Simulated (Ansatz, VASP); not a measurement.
**CaMg3Tl: VASP beside Ansatz**

```
CELL_PARAMETERS angstrom
5.45587 0.00000 0.00000
0.00000 5.45587 0.00000
0.00000 0.00000 5.45587
ATOMIC_POSITIONS crystal
Ca 0.50000 0.50000 0.50000
Mg 0.50000 0.00000 0.00000
Mg 0.00000 0.50000 0.00000
Mg 0.00000 0.00000 0.50000
Tl 0.00000 0.00000 0.00000
```

Alike in both runs: functional PBE; k mesh 8 × 8 × 8; occupations gaussian, width 0.1 eV; no spin polarisation.

Ansatz relaxed the structure, and its values are those at the end. VASP's run is a single point on that final structure, the one shown.

|  | VASP | Ansatz |
| --- | --- | --- |
| version | VASP 6.6.1 | Ansatz 0.2.0 |
| potentials or method | VASP PAW PBE potentials, release 64 (Ca_sv, Mg, Tl_d) | scalar-relativistic, plane waves, PAW |
| plane-wave cutoff (eV) | 520 | 420 |
| valence electrons in the cell | 29 | 53 |

```tsv
	VASP	Ansatz	Ansatz less VASP
gap on the k mesh at the Fermi level (eV)	none	none	-
pressure (GPa)	-0.1	0.0	+0.07
```

A gap of «none» marks a metal or a gap that the smearing closes. The two sets of potentials don't hold the same shells in valence.

The runs have no spin-orbit coupling, so splittings on Tl are missing.
